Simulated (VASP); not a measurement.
Computed with HSE06 screened hybrid, VASP's PBE PAW potentials (set 64) (plane waves; VASP 6.6.1).

VASP input:

KPOINTS:
```
K-points
0
gamma
  1 1 1
```

POSCAR:
```
Ga36N35
1
    4.8683178927    -8.4321738171     0.0000000000
    4.8683178927     8.4321738171     0.0000000000
    0.0000000000     0.0000000000    10.5562839806
Ga N
36 35
Direct
  0.2206383122   0.1099691843   0.2493297415
  0.1112256600   0.2220959754   0.9995126573
  0.2218849461   0.1112792231   0.7496756834
  0.1096173506   0.2213183059   0.5011749368
  0.2207785386   0.4431246232   0.2494107377
  0.1113131357   0.5556586977   0.9994848508
  0.2216496014   0.4437910326   0.7502314417
  0.1117654973   0.5569675916   0.5016176605
  0.2222762557   0.7773899816   0.2492792363
  0.1112460197   0.8887841239   0.9995001258
  0.2222451741   0.7778558793   0.7506738916
  0.1118076396   0.8880185801   0.5014010353
  0.5564140407   0.1099409977   0.2492548675
  0.4443459321   0.2218177594   0.9995744694
  0.5559758353   0.1111156173   0.7497083573
  0.4441626434   0.2213147573   0.4998397832
  0.5555170059   0.4437261759   0.2425604696
  0.4444834467   0.5553461348   0.9998756732
  0.5554664970   0.4441284888   0.7517008934
  0.4430258163   0.5564635116   0.5009297453
  0.5564847510   0.7786815565   0.2493541942
  0.4443758753   0.8886883509   0.9995084194
  0.5560716862   0.7780641811   0.7501875860
  0.4426466480   0.8880309496   0.5014320558
  0.8888021797   0.1104427765   0.2490191444
  0.7777097760   0.2220390223   0.9995670378
  0.8887506172   0.1108304697   0.7506619327
  0.7783695977   0.2212395097   0.5010949006
  0.8896641665   0.4430893334   0.2493475932
  0.7779078916   0.5553235887   0.9997180564
  0.8886212506   0.4435724736   0.7500131508
  0.7795444318   0.5561525191   0.5004665047
  0.8895661837   0.7785321153   0.2493091075
  0.7777654740   0.8885554128   0.9995019615
  0.8888489533   0.7778812069   0.7500485770
  0.7782580630   0.8898112146   0.5012675600
  0.2228443416   0.1119973495   0.4382238470
  0.1111418131   0.2218069604   0.1879541149
  0.2231892615   0.1114529245   0.9380490494
  0.1108480521   0.2221294603   0.6885588377
  0.2226627420   0.4438966237   0.4383454470
  0.1111609061   0.5550442112   0.1880978436
  0.2232089018   0.4448935583   0.9384557815
  0.1110440812   0.5555159221   0.6888320169
  0.2220584049   0.7775977124   0.4377817835
  0.1111043121   0.8885318274   0.1880232732
  0.2222433557   0.7776913152   0.9385258201
  0.1110661397   0.8888655016   0.6886251597
  0.5558879685   0.1118895419   0.4381564238
  0.4444464342   0.2217726415   0.1901894752
  0.5550735405   0.1113258023   0.9380885934
  0.4449735643   0.2231651874   0.6867434959
  0.4446011624   0.5548675441   0.1904826576
  0.5555986626   0.4441698679   0.9396832477
  0.4448406899   0.5548969075   0.6874677079
  0.5557664370   0.7769455178   0.4383217945
  0.4446570001   0.8884667214   0.1880469556
  0.5550143025   0.7765585327   0.9384455810
  0.4444525746   0.8887567303   0.6886586350
  0.8887804379   0.1106548061   0.4376606803
  0.7778055687   0.2217763094   0.1879143786
  0.8888461673   0.1108694461   0.9385128707
  0.7777914033   0.2219239490   0.6884566097
  0.8879478129   0.4436819489   0.4382257348
  0.7775449611   0.5548096243   0.1903253779
  0.8885898595   0.4447490956   0.9383060514
  0.7766844527   0.5547387101   0.6871463318
  0.8877323548   0.7767718674   0.4382523478
  0.7778098134   0.8882192055   0.1879594963
  0.8885172259   0.7765548271   0.9383187381
  0.7778244003   0.8887255272   0.6886838009
```

**INCAR**
```
SYSTEM = Ga36N35
PREC = Normal
ENCUT = 400
EDIFF = 1E-5
NELM = 50
ALGO = Normal
LREAL = Auto
LASPH = .TRUE.
ISMEAR = 0
SIGMA = 0.05
GGA = PE
LMAXMIX = 4
LWAVE = .FALSE.
LCHARG = .FALSE.
NELMIN = 4
ISYM = 0
NELECT = 284.0
HFSCREEN = 0.2
AEXX = 0.25
LHFCALC = .TRUE.
PRECFOCK = Fast
ISIF = 0
```

POTCAR, in this order: Ga N (PBE.64 set). Program: vasp_gam. Read from the step before: WAVECAR.

The resulting files:

**OUTCAR**
```
 ion  position               nearest neighbor table
   1  0.221  0.110  0.249-  38 1.98  46 1.98  50 1.99  37 1.99  33 3.23  10 3.23   2 3.23  25 3.23
                            14 3.24   5 3.24   9 3.25  16 3.25  12 3.25   4 3.25  17 3.26  13 3.27
   2  0.111  0.222  1.000-  62 1.98  39 1.99  43 1.99  38 1.99   7 3.23  27 3.23   5 3.23   3 3.23
                             1 3.23  25 3.23  18 3.24  14 3.24  10 3.25  26 3.25  34 3.25   6 3.25
   3  0.222  0.111  0.750-  40 1.98  48 1.98  39 1.99  52 1.99   4 3.22  12 3.23   2 3.23  16 3.24
                            10 3.24  14 3.24   7 3.24  27 3.24  35 3.24  19 3.24  11 3.25  15 3.25
   4  0.110  0.221  0.501-  40 1.98  60 1.98  41 1.99  37 1.99   3 3.22  28 3.22  27 3.23  36 3.23
                             7 3.23  25 3.25   5 3.25   1 3.25  20 3.25  12 3.26  16 3.26   8 3.26
   5  0.221  0.443  0.249-  38 1.98  42 1.98  53 1.99  41 1.99  29 3.22   2 3.23   6 3.23  25 3.24
                            18 3.24   1 3.24   9 3.25   4 3.25  20 3.25  17 3.26   8 3.26  21 3.27
   6  0.111  0.556  0.999-  47 1.98  43 1.98  66 1.99  42 1.99  11 3.23   7 3.23   9 3.23  29 3.23
                            31 3.23   5 3.23  22 3.24  10 3.24  30 3.24  18 3.25   2 3.25  26 3.25
   7  0.222  0.444  0.750-  40 1.98  44 1.98  43 1.99  55 2.00  20 3.23   2 3.23   8 3.23   4 3.23
                             6 3.23  18 3.24   3 3.24  31 3.24  27 3.24  19 3.25  11 3.25  23 3.26
   8  0.112  0.557  0.502-  44 1.98  45 1.98  64 2.00  41 2.00  11 3.22  24 3.22  12 3.22  31 3.23
                            20 3.23   7 3.23  32 3.23   9 3.25  29 3.26  28 3.26   4 3.26   5 3.26
   9  0.222  0.777  0.249-  42 1.98  46 1.98  57 1.98  45 1.99   6 3.23  22 3.23  10 3.24  33 3.25
                            13 3.25   1 3.25  24 3.25  29 3.25   5 3.25  21 3.25   8 3.25  12 3.25
  10  0.111  0.889  1.000-  47 1.98  70 1.99  39 1.99  46 1.99  11 3.23   1 3.23  33 3.23  35 3.23
                             9 3.24   3 3.24  14 3.24   6 3.24  22 3.24   2 3.25  34 3.25  30 3.25
  11  0.222  0.778  0.751-  47 1.98  48 1.98  59 1.98  44 1.99  24 3.22   8 3.22  12 3.22  10 3.23
                            22 3.23   6 3.23  35 3.25  15 3.25   3 3.25  23 3.25   7 3.25  31 3.25
  12  0.112  0.888  0.501-  48 1.98  45 1.98  37 2.00  68 2.00  24 3.22  11 3.22   8 3.22   3 3.23
                            35 3.23  32 3.23  16 3.24   9 3.25   1 3.25  33 3.25   4 3.26  36 3.26
  13  0.556  0.110  0.249-  61 1.98  57 1.98  50 1.99  49 1.99  21 3.23  26 3.23  22 3.23  25 3.23
                            14 3.24  29 3.24   9 3.25  16 3.25  28 3.25  24 3.25  17 3.26   1 3.27
  14  0.444  0.222  1.000-  39 1.97  51 1.98  54 1.98  50 2.01  17 3.18  19 3.22  15 3.24   3 3.24
                             1 3.24  13 3.24  10 3.24  22 3.24  26 3.24   2 3.24  18 3.25  30 3.25
  15  0.556  0.111  0.750-  63 1.98  59 1.98  51 1.99  52 1.99  28 3.23  24 3.23  26 3.23  16 3.23
                            22 3.24  14 3.24  31 3.24  27 3.24  23 3.24  19 3.24  11 3.25   3 3.25
  16  0.444  0.221  0.500-  52 1.97  49 1.98  37 1.98  15 3.23   3 3.24  24 3.24  12 3.24   1 3.25
                            13 3.25  28 3.25  19 3.26   4 3.26  32 3.26  20 3.27  17 3.30
  17  0.556  0.444  0.243-  53 1.95  50 1.95  65 1.95  14 3.18  18 3.18  30 3.18  13 3.26   1 3.26
                            33 3.26   5 3.26  29 3.26  21 3.26  16 3.30  32 3.31  20 3.32
  18  0.444  0.555  1.000-  58 1.97  43 1.98  54 1.98  53 2.01  17 3.18  19 3.22  23 3.24   7 3.24
                            21 3.24   5 3.24  34 3.24   2 3.24   6 3.25  22 3.25  30 3.25  14 3.25
  19  0.555  0.444  0.752-  54 1.98  52 1.99  67 1.99  55 1.99  14 3.22  30 3.22  18 3.22   3 3.24
                            15 3.24  31 3.25  35 3.25  23 3.25   7 3.25  16 3.26  20 3.26  32 3.26
  20  0.443  0.556  0.501-  55 1.97  41 1.97  56 1.97   7 3.23  23 3.23   8 3.23  24 3.23   5 3.25
...
```

OSZICAR:
```
       N       E                     dE             d eps       ncg     rms          rms(c)
DAV:   1    -0.509656942472E+03   -0.50966E+03   -0.22294E+01   356   0.125E+01    0.941E+00
DAV:   2    -0.509810646422E+03   -0.15370E+00   -0.72241E-01   424   0.145E+00    0.644E+00
DAV:   3    -0.509760140807E+03    0.50506E-01   -0.21185E-02   400   0.370E-01    0.375E+00
DAV:   4    -0.509739673256E+03    0.20468E-01   -0.16785E-02   392   0.245E-01    0.211E+00
DAV:   5    -0.509733665891E+03    0.60074E-02   -0.43106E-03   432   0.127E-01    0.117E+00
DAV:   6    -0.509731441905E+03    0.22240E-02   -0.87324E-04   416   0.702E-02    0.652E-01
DAV:   7    -0.509730688765E+03    0.75314E-03   -0.36591E-04   416   0.475E-02    0.360E-01
DAV:   8    -0.509730446840E+03    0.24192E-03   -0.10782E-04   406   0.255E-02    0.200E-01
DAV:   9    -0.509730370019E+03    0.76822E-04   -0.35797E-05   312   0.142E-02    0.110E-01
DAV:  10    -0.509730348627E+03    0.21392E-04   -0.15491E-05   208   0.947E-03    0.599E-02
DAV:  11    -0.509730344352E+03    0.42744E-05   -0.64511E-06   240   0.499E-03
   1 F= -.50973034E+03 E0= -.50973034E+03  d E =-.709604E-18
```

**OUTCAR**
```
------------------------ aborting loop because EDIFF is reached ----------------------------------------
  volume of cell :      866.68
      direct lattice vectors                 reciprocal lattice vectors
     4.868317893 -8.432173817  0.000000000     0.102704879 -0.059296690  0.000000000
     4.868317893  8.432173817  0.000000000     0.102704879  0.059296690  0.000000000
     0.000000000  0.000000000 10.556283981     0.000000000  0.000000000  0.094730305
  FREE ENERGIE OF THE ION-ELECTRON SYSTEM (eV)
  ---------------------------------------------------
  free  energy   TOTEN  =      -509.7303443521 eV

  energy  without entropy=     -509.7303443521  energy(sigma->0) =     -509.73034435

  exchange ACFDT corr.  =         0.00000000  see jH, gK, PRB 81, 115126
```
(Selected blocks of OUTCAR.)

The cell is charged, with a uniform compensating background. The supercell is sampled at Γ alone, which is coarse: total energies, pressure and levels can be off, energies of defects by several tenths of an eV.

The cell is a supercell with a defect, built from GaN (wurtzite): vac_N, charge -1. The cell's shape comes from a PBE relaxation. The run is not spin-polarised, so no state with unpaired spins was tried.
